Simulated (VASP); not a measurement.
Input:

```yaml
crystal:
  lattice:
    - [3.31154, 0.00000, 0.00000]
    - [-1.65577, 2.86788, 0.00000]
    - [0.00000, 0.00000, 5.22671]
  atoms:
    - { symbol: Be, position: [0.00000, 0.00000, 0.00000] }
    - { symbol: Be, position: [0.00000, 0.00000, 0.50000] }
    - { symbol: Se, position: [0.33333, 0.66667, 0.25000] }
    - { symbol: Se, position: [0.66667, 0.33333, 0.75000] }
```

Level of theory: PBEsol GGA, VASP's PBE PAW potentials (set 64) (plane waves; VASP 6.6.1). Settings: 500 eV cut-off, 8×8×4 Γ-centred mesh, Gaussian smearing of 0.050 eV, potentials Be Se.

### Question
What does the run give for the energy per atom (σ→0), pressure?

### Answer

| Quantity | Value |
|---|---|
| energy per atom (σ→0) | -4.177 eV/atom |
| pressure | 19.93 GPa |

Total energies compare only between runs with the same potentials, cut-off and functional.

The structure was generated: BeSe was put into the NiAs type type (P6_3/mmc), which need not be its known phase. It was relaxed first under an external pressure of 20 GPa.
